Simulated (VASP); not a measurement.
## Relaxed cell of InSb: a test of cutoff and mesh

How far does the relaxed cell of InSb depend on cutoff and k mesh? The starting structure is a measured crystal structure from the Crystallography Open Database. The first relaxation on each setting starts from this cell expanded by 3 % in volume.

Method: Kohn-Sham DFT with plane waves and PAW; PBEsol, in VASP 6.6.1.

**1. The starting structure**

It takes space group F-43m (No. 216, cubic). Conventional cell: a = 6.478 Å, b = 6.478 Å, c = 6.478 Å, α = 90.00°, β = 90.00°, γ = 90.00°. Sb has 4 In at 2.81 Å nearest. Nearest to In lie 4 Sb at 2.81 Å. Farther neighbours are not listed.

**2. Reference relaxation**

Contents of INCAR:

```
SYSTEM = InSb
PREC = Accurate
ENCUT = 450
EDIFF = 1E-06
NELM = 100
ISMEAR = 0
SIGMA = 0.05
LREAL = .FALSE.
ALGO = Normal
GGA = PS
NBANDS = 15
LORBIT = 11
LWAVE = .FALSE.
LCHARG = .FALSE.
KPAR = 8
IBRION = 2
NSW = 50
ISIF = 3
EDIFFG = -0.006
```

Contents of POSCAR:

```
InSb
1.0
    0.0000000000      3.2711723829      3.2711723829
    3.2711723829      0.0000000000      3.2711723829
    3.2711723829      3.2711723829      0.0000000000
Sb In
1 1
Direct
    0.7500000000      0.7500000000      0.7500000000
    0.0000000000      0.0000000000      0.0000000000
```

Contents of KPOINTS:

```
Automatic mesh
0
Gamma
10 10 10
0 0 0
```

PAW data sets: Sb and In_d (PBE family, release 64).

The run is started by

```sh
$ mpirun -np 8 vasp_std
```

What it wrote:

```text
[banner, memory and clock lines left out]
running    8 mpi-ranks, on    1 nodes
 distrk:  each k-point on    1 cores,    8 groups
 distr:  one band on    1 cores,    1 groups

 POSCAR found type information on POSCAR SbIn
 POSCAR found :  2 types and       2 ions
|                                                                             |
|           W    W    AA    RRRRR   N    N  II  N    N   GGGG   !!!           |
|           W    W   A  A   R    R  NN   N  II  NN   N  G    G  !!!           |
|           W    W  A    A  R    R  N N  N  II  N N  N  G       !!!           |
|           W WW W  AAAAAA  RRRRR   N  N N  II  N  N N  G  GGG   !            |
|           WW  WW  A    A  R   R   N   NN  II  N   NN  G    G                |
|           W    W  A    A  R    R  N    N  II  N    N   GGGG   !!!           |
|                                                                             |
|     For optimal performance we recommend to set                             |
|       NCORE = 2 up to number-of-cores-per-socket                            |
|     NCORE specifies how many cores store one orbital (NPAR=cpu/NCORE).      |
|     This setting can greatly improve the performance of VASP for DFT.       |
|     The default, NCORE=1 might be grossly inefficient on modern             |
|     multi-core architectures or massively parallel machines. Do your        |
|     Unfortunately you need to use the default for GW and RPA                |
|     calculations (for HF NCORE is supported but not extensively tested      |
|     yet).                                                                   |
|                                                                             |

|                                                                             |
|               ----> ADVICE to this user running VASP <----                  |
|                                                                             |
|     You enforced a specific xc type in the INCAR file but a different       |
|     [... a line on the potential file left out ...]
|     I HOPE YOU KNOW WHAT YOU ARE DOING!                                     |
|                                                                             |

 LDA part: xc-table for (Slater+PW92), standard interpolation
 POSCAR, INCAR and KPOINTS ok, starting setup
 FFT: planning ... GRIDC
 FFT: planning ... GRID_SOFT
 FFT: planning ... GRID
 WAVECAR not read
 entering main loop
       N       E                     dE             d eps       ncg     rms          rms(c)
DAV:   1     0.106335502379E+03    0.10634E+03   -0.73797E+03  1410   0.106E+03
DAV:   2    -0.126712074367E+01   -0.10760E+03   -0.10458E+03  1571   0.268E+02
DAV:   3    -0.765162476142E+01   -0.63845E+01   -0.63647E+01  1802   0.721E+01
DAV:   4    -0.782787994539E+01   -0.17626E+00   -0.17622E+00  1735   0.142E+01
DAV:   5    -0.783784849365E+01   -0.99685E-02   -0.99684E-02  2161   0.265E+00    0.387E+00
DAV:   6    -0.772003709623E+01    0.11781E+00   -0.18136E-01  2050   0.714E+00    0.220E+00
DAV:   7    -0.769850846386E+01    0.21529E-01   -0.65615E-02  1938   0.274E+00    0.594E-01
DAV:   8    -0.769775991543E+01    0.74855E-03   -0.74507E-03  1849   0.104E+00    0.247E-01
DAV:   9    -0.769817085745E+01   -0.41094E-03   -0.80038E-04  1669   0.263E-01    0.769E-02
DAV:  10    -0.769815327418E+01    0.17583E-04   -0.41506E-05  1885   0.493E-02    0.350E-02
DAV:  11    -0.769817435950E+01   -0.21085E-04   -0.36936E-05  1606   0.525E-02    0.226E-02
DAV:  12    -0.769817495083E+01   -0.59134E-06   -0.11022E-06  1288   0.986E-03
   1 F= -.76981750E+01 E0= -.76981364E+01  d E =-.769817E+01
 curvature:   0.00 expect dE= 0.000E+00 dE for cont linesearch  0.000E+00
 trial: gam= 0.00000 g(F)=  0.428E-47 g(S)=  0.225E-02 ort = 0.000E+00 (trialstep = 0.100E+01)
 search vector abs. value=  0.225E-02
 bond charge predicted
       N       E                     dE             d eps       ncg     rms          rms(c)
DAV:   1    -0.772600308612E+01   -0.27829E-01   -0.64267E-01  1816   0.142E+01    0.102E+00
DAV:   2    -0.770278661602E+01    0.23216E-01   -0.48716E-02  1746   0.464E+00    0.365E-01
DAV:   3    -0.769906485437E+01    0.37218E-02   -0.10534E-02  1802   0.189E+00    0.190E-01
DAV:   4    -0.769899810519E+01    0.66749E-04   -0.38690E-04  1543   0.170E-01    0.127E-01
DAV:   5    -0.769894531022E+01    0.52795E-04   -0.53169E-05  1793   0.612E-02    0.559E-02
DAV:   6    -0.769894487519E+01    0.43502E-06   -0.18049E-05  2136   0.381E-02    0.104E-02
DAV:   7    -0.769894382926E+01    0.10459E-05   -0.12297E-06  1140   0.185E-02    0.231E-03
DAV:   8    -0.769894365072E+01    0.17854E-06   -0.47196E-07   831   0.117E-02
   2 F= -.76989437E+01 E0= -.76989051E+01  d E =-.768700E-03
 trial-energy change:   -0.000769  1 .order   -0.000738   -0.002249    0.000774
 step:   0.7554(harm=  0.7439)  dis= 0.00000  next Energy=    -7.699038 (dE=-0.863E-03)
 bond charge predicted
       N       E                     dE             d eps       ncg     rms          rms(c)
DAV:   1    -0.770064316666E+01   -0.16993E-02   -0.38940E-02  1816   0.356E+00    0.245E-01
DAV:   2    -0.769927725296E+01    0.13659E-02   -0.28303E-03  1739   0.110E+00    0.902E-02
DAV:   3    -0.769904686383E+01    0.23039E-03   -0.66174E-04  1795   0.475E-01    0.447E-02
DAV:   4    -0.769904128993E+01    0.55739E-05   -0.23803E-05  1522   0.434E-02    0.302E-02
DAV:   5    -0.769903516925E+01    0.61207E-05   -0.30991E-06  1648   0.144E-02    0.136E-02
DAV:   6    -0.769903328324E+01    0.18860E-05   -0.86357E-07  1076   0.949E-03    0.214E-03
DAV:   7    -0.769903341256E+01   -0.12932E-06   -0.26563E-07   747   0.848E-03
   3 F= -.76990334E+01 E0= -.76989948E+01  d E =-.858462E-03
 curvature:  -0.37 expect dE=-0.357E-06 dE for cont linesearch -0.357E-06
 trial: gam= 0.00000 g(F)=  0.527E-46 g(S)=  0.961E-06 ort =-0.465E-04 (trialstep = 0.951E+00)
 search vector abs. value=  0.962E-06
 reached required accuracy - stopping structural energy minimisation
```

Elapsed: 8.4 s, on 8 MPI ranks of Intel Xeon 6975P-C (Granite Rapids), shared host; peak memory 1.8 GiB; 50 s of CPU time.

Lines that name or quote the potential files are left out of all logs, and their timing lines are given in words.

OUTCAR, selected parts (step 2):

```text
ion  position               nearest neighbor table
   1  0.750  0.750  0.750-   2 2.83   2 2.83   2 2.83   2 2.83
   2  0.000  0.000  0.000-   1 2.83   1 2.83   1 2.83   1 2.83

  LATTYP: Found a face centered cubic cell.
 ALAT       =     6.5423447658

 Subroutine GETGRP returns: Found 24 space group operations
 (whereof 24 operations were pure point group operations)

The static configuration has the point symmetry T_d .

 Found     47 irreducible k-points:

   k-points           NKPTS =     47   k-points in BZ     NKDIM =     47   number of bands    NBANDS=     15

   dimension x,y,z NGX =    32 NGY =   32 NGZ =   32
   dimension x,y,z NGXF=    64 NGYF=   64 NGZF=   64

   ENCUT  =  450.0 eV  33.07 Ry    5.75 a.u.   8.00  8.00  8.00*2*pi/ulx,y,z

   NELECT =      18.0000    total number of electrons

 k-points in reciprocal lattice and weights: Automatic mesh
   0.00000000  0.00000000  0.00000000       0.001
   0.10000000  0.00000000  0.00000000       0.008
   0.20000000  0.00000000  0.00000000       0.008
   0.30000000  0.00000000  0.00000000       0.008
   0.40000000  0.00000000  0.00000000       0.008
   0.50000000  0.00000000  0.00000000       0.004
   0.10000000  0.10000000  0.00000000       0.006
   0.20000000  0.10000000  0.00000000       0.024
   0.30000000  0.10000000  0.00000000       0.024
[...]
-0.30000000  0.40000000  0.20000000       0.024
  -0.30000000  0.50000000  0.20000000       0.012

 average (electrostatic) potential at core
       1 -87.2713       2 -96.2788

 E-fermi :   4.7737

 k-point     1 :       0.0000    0.0000    0.0000
  band No.  band energies     occupation
    ...
      6      -5.8684      2.00000
      7       4.3865      2.00000
      8       4.7585      1.33343
      9       4.7585      1.33343
     10       4.7585      1.33343
     11       7.6908      0.00000
     12       7.6908      0.00000
     13       7.6908      0.00000
     14      10.3040      0.00000
     15      13.0029      0.00000

 k-point     2 :       0.1000    0.0000    0.0000
  band No.  band energies     occupation
    ...
      5      -9.6612      2.00000
      6      -5.7795      2.00000
      7       3.2062      2.00000
      8       4.6217      1.99998
      9       4.6217      1.99998
     10       5.4949      0.00000
     11       7.8756      0.00000
     12       7.8813      0.00000
     13       7.8813      0.00000
     14      10.8423      0.00000
    ...

 k-point     3 :       0.2000    0.0000    0.0000
  band No.  band energies     occupation
    ...
      5      -9.6613      2.00000
      6      -5.5232      2.00000
      7       1.8021      2.00000
      8       4.3272      2.00000
      9       4.3272      2.00000
     10       5.6138      0.00000
     11       8.2614      0.00000
     12       8.2614      0.00000
     13       8.7432      0.00000
     14      11.5541      0.00000
    ...

  Total        0.0036451      0.0036451      0.0036451     -0.0000000      0.0000000      0.0000000
  in kB        0.0842301      0.0842301      0.0842301     -0.0000000      0.0000000      0.0000000
  external PRESSURE =       0.0842301 kB  Pullay stress =       0.0000000 kB

  energy-cutoff  :      450.00
  volume of cell :       69.33
      direct lattice vectors                 reciprocal lattice vectors
     0.000000000  3.260664372  3.260664372    -0.153342983  0.153342983  0.153342983
     3.260664372  0.000000000  3.260664372     0.153342983 -0.153342983  0.153342983
     3.260664372  3.260664372  0.000000000     0.153342983  0.153342983 -0.153342983

 POSITION                                       TOTAL-FORCE (eV/Angst)
 -----------------------------------------------------------------------------------
      4.89100      4.89100      4.89100         0.000000      0.000000      0.000000
      0.00000      0.00000      0.00000        -0.000000     -0.000000     -0.000000
 -----------------------------------------------------------------------------------
    total drift:                                0.000000      0.000000      0.000000

  FREE ENERGIE OF THE ION-ELECTRON SYSTEM (eV)
  ---------------------------------------------------
  free  energy   TOTEN  =        -7.6990334126 eV

  energy  without entropy=       -7.6989562395  energy(sigma->0) =       -7.69899483

 reached required accuracy - stopping structural energy minimisation

 total charge
# of ion       s       p       d       tot
------------------------------------------
    1        1.141   1.318   0.019   2.478
    2        0.872   0.700   9.864  11.436
--------------------------------------------------
tot          2.013   2.018   9.883  13.913

[... 3 further parts left out ...]
```

CONTCAR:

```
InSb
   1.00000000000000
     0.0000000000000000    3.2606643722943938    3.2606643722943938
     3.2606643722943938    0.0000000000000000    3.2606643722943938
     3.2606643722943938    3.2606643722943938    0.0000000000000000
  Sb              In
     1     1
Direct
     0.7500000000000000    0.7500000000000000    0.7500000000000000
     0.0000000000000000    0.0000000000000000    0.0000000000000000
```

The PAW data sets were made with PBE, which is usual practice but a small mismatch for other functionals. The run keeps the 24 symmetry operations of its start, so it cannot find a distortion of lower symmetry.

The reference relaxation ends at 34.667 Å³ an atom. Pressures at 0.985 and 1.015 times this volume, from two more relaxations that aren't shown, give a bulk modulus of 42.9 GPa.

**3. Relaxation with a cutoff of 240 eV**

Against step 2 the input has ENCUT = 240. This run starts from the cell of an earlier relaxation, which isn't shown; the restart sets up the plane waves anew.

Edit INCAR of step 2 so:

```diff
@@ -2,3 +2,3 @@
 PREC = Accurate
-ENCUT = 450
+ENCUT = 240
 EDIFF = 1E-06
```

Contents of POSCAR:

```
InSb
1.0
    0.0000000000      3.2534493419      3.2534493419
    3.2534493419      0.0000000000      3.2534493419
    3.2534493419      3.2534493419      0.0000000000
Sb In
1 1
Direct
    0.7500000000      0.7500000000      0.7500000000
    0.0000000000      0.0000000000      0.0000000000
```

KPOINTS is that of step 2.

The run is started by

```sh
$ mpirun -np 8 vasp_std
```

What it wrote:

```text
[banner, memory and clock lines left out]
running    8 mpi-ranks, on    1 nodes
[...]
[... a notice as in an earlier step ...]

 [... a notice as in an earlier step ...]

 LDA part: xc-table for (Slater+PW92), standard interpolation
 POSCAR, INCAR and KPOINTS ok, starting setup
[...]
entering main loop
       N       E                     dE             d eps       ncg     rms          rms(c)
DAV:   1     0.827820555606E+02    0.82782E+02   -0.53410E+03  1450   0.654E+02
DAV:   2    -0.376426539679E+01   -0.86546E+02   -0.84675E+02  1599   0.211E+02
DAV:   3    -0.776129060198E+01   -0.39970E+01   -0.39903E+01  1753   0.511E+01
DAV:   4    -0.783537618638E+01   -0.74086E-01   -0.74072E-01  1862   0.810E+00
[...]
DAV:  10    -0.769604071553E+01    0.86588E-05   -0.32352E-05  2018   0.454E-02    0.369E-02
DAV:  11    -0.769606001974E+01   -0.19304E-04   -0.33033E-05  1557   0.467E-02    0.238E-02
DAV:  12    -0.769606057614E+01   -0.55640E-06   -0.11669E-06  1296   0.108E-02
[...]
DAV:   4    -0.769609433060E+01    0.31511E-05   -0.20537E-05  1571   0.370E-02    0.337E-02
DAV:   5    -0.769609242348E+01    0.19071E-05   -0.37356E-06  1627   0.148E-02    0.123E-02
DAV:   6    -0.769609299130E+01   -0.56782E-06   -0.80772E-07  1090   0.835E-03
   2 F= -.76960930E+01 E0= -.76960544E+01  d E =-.324152E-04
 trial-energy change:   -0.000032  1 .order   -0.000026   -0.000150    0.000098
 step:   0.6402(harm=  0.6055)  dis= 0.00000  next Energy=    -7.696110 (dE=-0.497E-04)
[...]
N       E                     dE             d eps       ncg     rms          rms(c)
DAV:   1    -0.769633863141E+01   -0.24621E-03   -0.54000E-03  1781   0.119E+00    0.915E-02
DAV:   2    -0.769614448349E+01    0.19415E-03   -0.36629E-04  1739   0.351E-01    0.340E-02
DAV:   3    -0.769611099532E+01    0.33488E-04   -0.90144E-05  1774   0.157E-01    0.171E-02
DAV:   4    -0.769610979315E+01    0.12022E-05   -0.26329E-06  1361   0.134E-02    0.118E-02
DAV:   5    -0.769610875554E+01    0.10376E-05   -0.41416E-07   754   0.529E-03    0.387E-03
DAV:   6    -0.769610840586E+01    0.34968E-06   -0.24444E-07   726   0.432E-03
   3 F= -.76961084E+01 E0= -.76960698E+01  d E =-.478297E-04
[...]
reached required accuracy - stopping structural energy minimisation
```

Run time: 4 s. Hardware: 8 MPI ranks; peak memory 1.2 GiB; 22 s of CPU time.

OUTCAR, selected parts (step 3):

```text
  Total        0.0024472      0.0024472      0.0024472     -0.0000000      0.0000000      0.0000000
  in kB        0.0570465      0.0570465      0.0570465     -0.0000000      0.0000000      0.0000000
  external PRESSURE =       0.0570465 kB  Pullay stress =       0.0000000 kB

 POSITION                                       TOTAL-FORCE (eV/Angst)
 -----------------------------------------------------------------------------------
      4.87674      4.87674      4.87674        -0.000000     -0.000000     -0.000000
      0.00000      0.00000      0.00000         0.000000      0.000000      0.000000
 -----------------------------------------------------------------------------------
    total drift:                               -0.000001     -0.000001     -0.000000

  FREE ENERGIE OF THE ION-ELECTRON SYSTEM (eV)
  ---------------------------------------------------
  free  energy   TOTEN  =        -7.6961084059 eV

  energy  without entropy=       -7.6960312443  energy(sigma->0) =       -7.69606983

[... 2 parts as in an earlier step ...]

[... 2 further parts left out ...]
[key lines of the parts left out:]
E-fermi :   4.8659
```

With a cutoff of 240 eV the cell ends at 34.365 Å³ an atom, -0.87 % from the reference; the bulk modulus is 43.9 GPa against 42.9 GPa.

**4. Relaxation with a 5×5×5 mesh**

Against step 2 the input has a 5×5×5 mesh.

Edit INCAR of step 3 so:

```diff
@@ -2,3 +2,3 @@
 PREC = Accurate
-ENCUT = 240
+ENCUT = 450
 EDIFF = 1E-06
```

Contents of POSCAR:

```
InSb
1.0
    0.0000000000      3.2711723829      3.2711723829
    3.2711723829      0.0000000000      3.2711723829
    3.2711723829      3.2711723829      0.0000000000
Sb In
1 1
Direct
    0.7500000000      0.7500000000      0.7500000000
    0.0000000000      0.0000000000      0.0000000000
```

Contents of KPOINTS:

```
Automatic mesh
0
Gamma
5 5 5
0 0 0
```

The run is started by

```sh
$ mpirun -np 8 vasp_std
```

What it wrote:

```text
[... set-up lines as in an earlier step ...]
 entering main loop
       N       E                     dE             d eps       ncg     rms          rms(c)
DAV:   1     0.105521663468E+03    0.10552E+03   -0.72770E+03   300   0.103E+03
DAV:   2    -0.903609894908E+00   -0.10643E+03   -0.10339E+03   328   0.271E+02
DAV:   3    -0.759666380835E+01   -0.66931E+01   -0.66741E+01   384   0.734E+01
DAV:   4    -0.777953581123E+01   -0.18287E+00   -0.18282E+00   343   0.145E+01
[...]
DAV:  10    -0.764363864371E+01   -0.55123E-05   -0.45678E-05   468   0.478E-02    0.399E-02
DAV:  11    -0.764366305014E+01   -0.24406E-04   -0.36560E-05   300   0.490E-02    0.226E-02
DAV:  12    -0.764366356706E+01   -0.51692E-06   -0.12382E-06   279   0.815E-03
   1 F= -.76436636E+01 E0= -.76433550E+01  d E =-.764366E+01
[...]
N       E                     dE             d eps       ncg     rms          rms(c)
DAV:   1    -0.765261218197E+01   -0.89491E-02   -0.20826E-01   377   0.812E+00    0.576E-01
[...]
DAV:   5    -0.764390649114E+01    0.15154E-04   -0.17339E-05   352   0.341E-02    0.322E-02
DAV:   6    -0.764390768745E+01   -0.11963E-05   -0.59241E-06   435   0.216E-02    0.605E-03
DAV:   7    -0.764390713968E+01    0.54778E-06   -0.40150E-07   157   0.108E-02
   2 F= -.76439071E+01 E0= -.76435986E+01  d E =-.243573E-03
 trial-energy change:   -0.000244  1 .order   -0.000257   -0.000727    0.000213
 step:   0.7574(harm=  0.7731)  dis= 0.00000  next Energy=    -7.643933 (dE=-0.270E-03)
[...]
N       E                     dE             d eps       ncg     rms          rms(c)
DAV:   1    -0.764445005331E+01   -0.54237E-03   -0.12419E-02   377   0.201E+00    0.139E-01
DAV:   2    -0.764401661126E+01    0.43344E-03   -0.90070E-04   370   0.620E-01    0.510E-02
DAV:   3    -0.764394293316E+01    0.73678E-04   -0.21011E-04   370   0.267E-01    0.252E-02
DAV:   4    -0.764394081555E+01    0.21176E-05   -0.75149E-06   307   0.244E-02    0.171E-02
DAV:   5    -0.764393829315E+01    0.25224E-05   -0.78241E-07   171   0.800E-03    0.655E-03
DAV:   6    -0.764393730526E+01    0.98789E-06   -0.74980E-07   178   0.895E-03
   3 F= -.76439373E+01 E0= -.76436288E+01  d E =-.273738E-03
[...]
reached required accuracy - stopping structural energy minimisation
```

The job ended after 6.2 s (8 MPI ranks; peak memory 1.5 GiB; 36 s of CPU time).

OUTCAR, selected parts (step 4):

```text
  Total        0.0053762      0.0053762      0.0053762      0.0000000      0.0000000     -0.0000000
  in kB        0.1237194      0.1237194      0.1237194      0.0000000      0.0000000     -0.0000000
  external PRESSURE =       0.1237194 kB  Pullay stress =       0.0000000 kB

 POSITION                                       TOTAL-FORCE (eV/Angst)
 -----------------------------------------------------------------------------------
      4.89777      4.89777      4.89777         0.000000      0.000000      0.000000
      0.00000      0.00000      0.00000        -0.000000     -0.000000     -0.000000
 -----------------------------------------------------------------------------------
    total drift:                                0.000000      0.000000      0.000000

  FREE ENERGIE OF THE ION-ELECTRON SYSTEM (eV)
  ---------------------------------------------------
  free  energy   TOTEN  =        -7.6439373053 eV

  energy  without entropy=       -7.6433202560  energy(sigma->0) =       -7.64362878

[... 1 part as in an earlier step ...]

[... 3 further parts left out ...]
[key lines of the parts left out:]
E-fermi :   4.7481
```

With a 5×5×5 mesh the cell ends at 34.811 Å³ an atom, +0.42 % from the reference; the bulk modulus is 42.7 GPa against 42.9 GPa.

[end of part 1 of 2]

[Lines on the potential files, build, host, timing and source positions are cut from VASP's logs without a mark.]

[Logs are printed without paths, hosts, clocks, repeated set-up lines and the standing remarks that a program may print on its own settings, such as how far it seeks lower states.]

[Hosts, paths, dates, database ids (printed as entryN), source tags and the programs' standing remarks are cut or masked in the printed files.]
